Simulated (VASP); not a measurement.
# DyO (F-43m) in VASP: a series of runs, part 2 of 2

VASP 6.6.1. The steps go on from the part before.

### 3 Single point, LDA+U, collinear spin, random start

Contents of INCAR:

```
ALGO = Normal
EDIFF = 1E-6
ENCUT = 520
GGA = CA
ISIF = 2
ISMEAR = 0
ISPIN = 2
LASPH = T
LCHARG = F
LDAU = T
LDAUJ = 0 0
LDAUL = 3 -1
LDAUPRINT = 1
LDAUTYPE = 2
LDAUU = 8 0
LMAXMIX = 6
LORBIT = 11
LREAL = F
LWAVE = F
MAGMOM = 0.54 0
NELM = 100
PREC = Accurate
SIGMA = 0.05
```

Contents of KPOINTS:

```
k-points
0
Gamma
  6 6 6
```

Contents of POSCAR:

```
DyO
1.0
    0.0000000000      2.5261071900      2.5261071900
    2.5261071900      0.0000000000      2.5261071900
    2.5261071900      2.5261071900      0.0000000000
Dy O
1 1
Direct
    0.0000000000      0.0000000000      0.0000000000
    0.2500000000      0.2500000000      0.2500000000
```

Potentials or basis: VASP PAW PBE potentials, release 64 (Dy, O).

Started as:

```console
cat potpaw_PBE.64/Dy/POTCAR potpaw_PBE.64/O/POTCAR > POTCAR
mpirun -np 1 vasp_std > vasp.out
```

OUTCAR:

```text
EDIFF = 1E-6
   ENCUT = 520
   GGA = CA
   ISIF = 2
   ISMEAR = 0
   ISPIN = 2
   LASPH = T
   LORBIT = 11
   LREAL = F
   NELM = 100
   PREC = Accurate

 ion  position               nearest neighbor table
   1  0.000  0.000  0.000-   2 2.19   2 2.19   2 2.19   2 2.19
   2  0.250  0.250  0.250-   1 2.19   1 2.19   1 2.19   1 2.19

  LATTYP: Found a face centered cubic cell.
 ALAT       =     5.0522143800

  Lattice vectors:

[... 901 lines left out ...]
  external PRESSURE =      80.8632146 kB  Pullay stress =       0.0000000 kB

 VOLUME and BASIS-vectors are now :
 -----------------------------------------------------------------------------
  energy-cutoff  :      520.00
  volume of cell :       32.24
      direct lattice vectors                 reciprocal lattice vectors
     0.000000000  2.526107190  2.526107190    -0.197933010  0.197933010  0.197933010
     2.526107190  0.000000000  2.526107190     0.197933010 -0.197933010  0.197933010
     2.526107190  2.526107190  0.000000000     0.197933010  0.197933010 -0.197933010

 POSITION                                       TOTAL-FORCE (eV/Angst)
 -----------------------------------------------------------------------------------
      0.00000      0.00000      0.00000        -0.000000     -0.000000     -0.000000
      1.26305      1.26305      1.26305         0.000000      0.000000      0.000000
 -----------------------------------------------------------------------------------
    total drift:                                0.000000      0.000000      0.000000

  FREE ENERGIE OF THE ION-ELECTRON SYSTEM (eV)
  ---------------------------------------------------
  free  energy   TOTEN  =       -15.9708449139 eV

  energy  without entropy=      -15.9591469737  energy(sigma->0) =      -15.96499594

 total charge

# of ion       s       p       d       f       tot
--------------------------------------------------
    1        2.110   5.896   0.707   9.236  17.948
    2        1.563   3.473   0.000   0.000   5.036
--------------------------------------------------
tot          3.673   9.369   0.707   9.236  22.984

 magnetization (x)

# of ion       s       p       d       f       tot
--------------------------------------------------
    1        0.003  -0.034   0.057   4.774   4.800
    2       -0.002  -0.028   0.000   0.000  -0.030
--------------------------------------------------
tot          0.001  -0.062   0.057   4.774   4.770
```

OSZICAR:

```text
N       E                     dE             d eps       ncg     rms          rms(c)
DAV:   1     0.159555050541E+03    0.15956E+03   -0.10457E+04  1360   0.861E+03
DAV:   2     0.167618905373E+02   -0.14279E+03   -0.13688E+03  1446   0.476E+02
[... 21 lines left out ...]
DAV:  24    -0.159708291318E+02   -0.19105E-04   -0.42438E-04  2070   0.707E-01    0.175E+00
DAV:  25    -0.159708331627E+02   -0.40308E-05   -0.43095E-05  2047   0.184E-01    0.132E+00
DAV:  26    -0.159708353720E+02   -0.22094E-05   -0.19315E-04  1636   0.802E-01    0.335E-01
DAV:  27    -0.159708457964E+02   -0.10424E-04   -0.11745E-04  1469   0.715E-01    0.241E-01
DAV:  28    -0.159708456248E+02    0.17157E-06   -0.15354E-05  1723   0.167E-01    0.140E-01
DAV:  29    -0.159708449139E+02    0.71089E-06   -0.59187E-06  1121   0.416E-02
   1 F= -.15970845E+02 E0= -.15964996E+02  d E =-.116979E-01  mag=     4.8884
```

stdout:

```text
POSCAR found type information on POSCAR DyO
 POSCAR found :  2 types and       2 ions
 scaLAPACK will be used
 -----------------------------------------------------------------------------
|                                                                             |
|                                                                             |
|     You enforced a specific xc type in the INCAR file but a different       |
|     I HOPE YOU KNOW WHAT YOU ARE DOING!                                     |
|                                                                             |
 -----------------------------------------------------------------------------

 LDA part: xc-table for (Slater(with rela. corr.)+CA(PZ))
 , standard interpolation
 POSCAR, INCAR and KPOINTS ok, starting setup
 FFT: planning ... GRIDC
 FFT: planning ... GRID_SOFT
 FFT: planning ... GRID
 WAVECAR not read
 entering main loop
```

Wall time 76 s (1 thread of AMD EPYC 7R43 (Zen 3), shared host); peak memory 0.13 GiB.

What came out:

* Free energy: -15.9708 eV
* Pressure: 8.1 GPa
* Band gap on the k mesh: none (metal or under the smearing width)
* Net moment: 4.89 μB per cell
* Site moments: Dy +4.80; O -0.03 μB
* Valence electrons inside the program's atomic spheres: Dy 17.95; O 5.04

Eigenvalues of the final occupation matrices:
```
    site  spin  trace                         eigenvalues
site 1 f     1   7.01  1.00 1.00 1.00 1.00 1.00 1.00 1.01
site 1 f     2   2.24  0.01 0.01 0.01 0.41 0.41 0.41 0.99
```

Caveat: the magnetic or orbital state may not be the lowest; the PAW data sets were made with another functional, which shifts forces and pressure a little; spin-orbit coupling is left out, which moves the levels of the heavy elements.
